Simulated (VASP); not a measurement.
These are PBEsol GGA, VASP's PBE PAW potentials (set 64) (plane waves; VASP) values and carry that method's errors.

VASP input:

File KPOINTS:
```
Automatic mesh
0
Gamma
4 4 4
0 0 0
```

**INCAR**
```
ISMEAR  =  0   ! Gaussian
LASPH  =  .True.   ! aspherical one-centre terms
IBRION  =  2   ! conjugate gradients
EDIFF  =  1E-6
SIGMA  =  0.05   ! width (eV)
ENCUT  =  400   ! plane-wave cut-off (eV)
LCHARG  =  .False.
GGA  =  PS   ! PBEsol
LREAL  =  .False.   ! projection in real space or not
ALGO  =  Normal   ! blocked Davidson
NSW  =  60
NELM  =  100   ! most electronic steps
PREC  =  Accurate
SYSTEM  =  Zn4S3Te
LWAVE  =  .False.
LMAXMIX  =  4   ! l cut-off of mixed one-centre charges
ISIF  =  3
EDIFFG  =  -0.02
```

### POSCAR
```
Zn4S3Te
1.0
  5.5396269924   0.0000000000   0.0000000000
  0.0000000000   5.5396269924   0.0000000000
  0.0000000000   0.0000000000   5.5396269924
Zn Te S
4 1 3
Cartesian
  5.4548686270   5.4548686270   5.4548686270
  2.8545718616   2.8545718616   5.4548686270
  2.8545718616   5.4548686270   2.8545718616
  5.4548686270   2.8545718616   2.8545718616
  1.3849067481   1.3849067481   1.3849067481
  4.1547202443   4.1547202443   1.3849067481
  4.1547202443   1.3849067481   4.1547202443
  1.3849067481   4.1547202443   4.1547202443
```

POTCAR, in this order: Zn Te S (PBE.64 set). Program: vasp_std.

The run wrote:

### OUTCAR
```
 ion  position               nearest neighbor table
   1  0.985  0.985  0.985-   6 2.35   7 2.35   8 2.35   5 2.55
   2  0.515  0.515  0.985-   6 2.35   7 2.35   8 2.35   5 2.55
   3  0.515  0.985  0.515-   6 2.35   7 2.35   8 2.35   5 2.55
   4  0.985  0.515  0.515-   6 2.35   7 2.35   8 2.35   5 2.55
   5  0.250  0.250  0.250-   1 2.55   2 2.55   3 2.55   4 2.55
   6  0.750  0.750  0.250-   1 2.35   2 2.35   3 2.35   4 2.35
   7  0.750  0.250  0.750-   1 2.35   2 2.35   3 2.35   4 2.35
   8  0.250  0.750  0.750-   1 2.35   2 2.35   3 2.35   4 2.35
  LATTYP: Found a simple cubic cell.
 ALAT       =     5.5396269924
 Subroutine PRICEL returns:
 Original cell was already a primitive cell.
 Subroutine GETGRP returns: Found 24 space group operations
The static configuration has the point symmetry C_3v.
 The point group associated with its full space group is T_d .
The dynamic configuration has the point symmetry C_3v.
 Subroutine INISYM returns: Found 24 space group operations
 Subroutine IBZKPT returns following result:
 Found     10 irreducible k-points:

 Following reciprocal coordinates:
            Coordinates               Weight
  0.000000  0.000000  0.000000      1.000000
  0.250000  0.000000  0.000000      6.000000
...
```

**OSZICAR**
```
       N       E                     dE             d eps       ncg     rms          rms(c)
DAV:   1     0.497293605076E+03    0.49729E+03   -0.28434E+04   860   0.164E+03
DAV:   2     0.306466668448E+02   -0.46665E+03   -0.45445E+03   884   0.380E+02
DAV:   3    -0.274301246672E+02   -0.58077E+02   -0.57533E+02   989   0.134E+02
DAV:   4    -0.297142207706E+02   -0.22841E+01   -0.22770E+01  1010   0.266E+01
DAV:   5    -0.297586065404E+02   -0.44386E-01   -0.44357E-01  1082   0.364E+00    0.131E+01
DAV:   6    -0.282356110418E+02    0.15230E+01   -0.41503E+00  1185   0.456E+01    0.995E+00
DAV:   7    -0.282983958211E+02   -0.62785E-01   -0.35372E+00   914   0.793E+00    0.438E+00
DAV:   8    -0.282603487535E+02    0.38047E-01   -0.19882E-01  1087   0.460E+00    0.149E+00
DAV:   9    -0.282602270881E+02    0.12167E-03   -0.48420E-02  1082   0.256E+00    0.312E-01
DAV:  10    -0.282604046102E+02   -0.17752E-03   -0.33942E-03   962   0.447E-01    0.271E-01
DAV:  11    -0.282604489145E+02   -0.44304E-04   -0.49752E-04  1015   0.112E-01    0.143E-01
DAV:  12    -0.282605231010E+02   -0.74186E-04   -0.17880E-04  1063   0.107E-01    0.442E-02
DAV:  13    -0.282605380894E+02   -0.14988E-04   -0.37152E-05   967   0.343E-02    0.454E-02
DAV:  14    -0.282605321840E+02    0.59053E-05   -0.15486E-05   927   0.201E-02    0.640E-03
DAV:  15    -0.282605325319E+02   -0.34787E-06   -0.78718E-06   962   0.115E-02
   1 F= -.28260533E+02 E0= -.28260533E+02  d E =-.282605E+02
```

**OUTCAR**
```
------------------------ aborting loop because EDIFF is reached ----------------------------------------
  FORCE on cell =-STRESS in cart. coord.  units (eV):
  Direction    XX          YY          ZZ          XY          YZ          ZX
  --------------------------------------------------------------------------------------
  Total       -0.1194114     -0.1194114     -0.1194114      0.0000000      0.0000000      0.0000000
  in kB       -1.1254204     -1.1254204     -1.1254204      0.0000000      0.0000000      0.0000000
  external PRESSURE =      -1.1254204 kB  Pullay stress =       0.0000000 kB
  volume of cell :      170.00
      direct lattice vectors                 reciprocal lattice vectors
     5.539626992  0.000000000  0.000000000     0.180517569  0.000000000  0.000000000
     0.000000000  5.539626992  0.000000000     0.000000000  0.180517569  0.000000000
     0.000000000  0.000000000  5.539626992     0.000000000  0.000000000  0.180517569
 POSITION                                       TOTAL-FORCE (eV/Angst)
 -----------------------------------------------------------------------------------
      5.45487      5.45487      5.45487         0.005369      0.005369      0.005369
      2.85457      2.85457      5.45487        -0.005369     -0.005369      0.005369
      2.85457      5.45487      2.85457        -0.005369      0.005369     -0.005369
      5.45487      2.85457      2.85457         0.005369     -0.005369     -0.005369
      1.38491      1.38491      1.38491        -0.000000      0.000000      0.000000
      4.15472      4.15472      1.38491        -0.000000      0.000000      0.000000
      4.15472      1.38491      4.15472        -0.000000      0.000000      0.000000
      1.38491      4.15472      4.15472        -0.000000      0.000000      0.000000
 -----------------------------------------------------------------------------------
    total drift:                                0.000000      0.000000      0.000000
  FREE ENERGIE OF THE ION-ELECTRON SYSTEM (eV)
  ---------------------------------------------------
  free  energy   TOTEN  =       -28.2605325319 eV

  energy  without entropy=      -28.2605325319  energy(sigma->0) =      -28.26053253

 reached required accuracy - stopping structural energy minimisation
```
(Selected blocks of OUTCAR.)

The structure was generated: Zn4S3Te was put into an ordered model structure (P-43m), which need not be its known phase. It was relaxed first. The start is the result of an earlier pass.
